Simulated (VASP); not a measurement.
The system is Au.

```xyz
1
Lattice="0.0000 2.0350 2.0350 2.0350 0.0000 2.0350 2.0350 2.0350 0.0000" Properties=species:S:1:pos:R:3 pbc="T T T"
Au    0.0000    0.0000    0.0000
```

- Program: VASP 6.6.1
- Task: relaxation of cell and atoms
- Functional: PBE
- Potentials or basis: VASP PAW PBE potentials, release 64 (Au)
- Cutoff: 300 eV
- k mesh: 8 × 8 × 8
- Occupations: methfessel-paxton, width 0.1 eV
- Spin: no spin polarisation

At the start: pressure 10.8 GPa; volume 16.85 Å³/atom.

Where does the relaxation end?

Over 4 steps the energy falls by 35.5 meV/atom and the volume is 18.00 Å³/atom (+6.8 %); space group Fm-3m (No. 225, to 0.05 Å).

Step by step:
```csv
step,energy change (eV),largest force (eV/Å),pressure (GPa),volume (Å³)
1,0.0000,0.0000,10.82,16.85
2,0.0255,0.0000,-9.74,19.79
3,-0.0355,0.0000,-0.21,18.02
4,-0.0355,0.0000,-0.04,18.00
```

Final structure:
```yaml
crystal:
  lattice:
    - [0.00000, 2.07994, 2.07994]
    - [2.07994, 0.00000, 2.07994]
    - [2.07994, 2.07994, 0.00000]
  atoms:
    - { symbol: Au, position: [0.00000, 0.00000, 0.00000] }
```
